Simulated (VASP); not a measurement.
Here is the system:

```
CELL_PARAMETERS angstrom
      1.64750     0.95118     8.69000
     -1.64750     0.95118     8.69000
      0.00000    -1.90237     8.69000
ATOMIC_POSITIONS crystal
  In 0.00000 0.00000 0.00000
  Ga 0.78290 0.78290 0.78290
  Zn 0.21710 0.21710 0.21710
  O  0.87180 0.87180 0.87180
  O  0.12820 0.12820 0.12820
  O  0.70720 0.70720 0.70720
  O  0.29280 0.29280 0.29280
```

Level of theory: PBE GGA, VASP's PBE PAW potentials (set 64) (plane waves; VASP). Settings: 400 eV cut-off, 8×8×8 Γ-centred mesh, Fermi-Dirac smearing of 0.10 eV, potentials In_d Ga_d Zn O.

At this cut-off the stress carries a Pulay error, which pulls relaxed volumes low.

Question: Which forces act on the atoms, in eV/Å?

Answer: 
```csv
atom,Fx,Fy,Fz
In1,0.000,0.000,-1.547
Ga2,0.000,0.000,0.991
Zn3,0.000,0.000,0.373
O4,0.000,0.000,-1.713
O5,0.000,0.000,-1.246
O6,0.000,0.000,2.008
O7,0.000,0.000,1.134
```

Question: Give the stress tensor in GPa (positive for a compressed cell).

Answer: 
```
 5.79   0.00   0.00
 0.00   5.79   0.00
 0.00   0.00  -0.64
```
The pressure is its mean diagonal, 3.65 GPa.

The structure was generated: ZnInGaO4 was put into an ordered model structure, which need not be its known phase. The cell was not relaxed at this level.
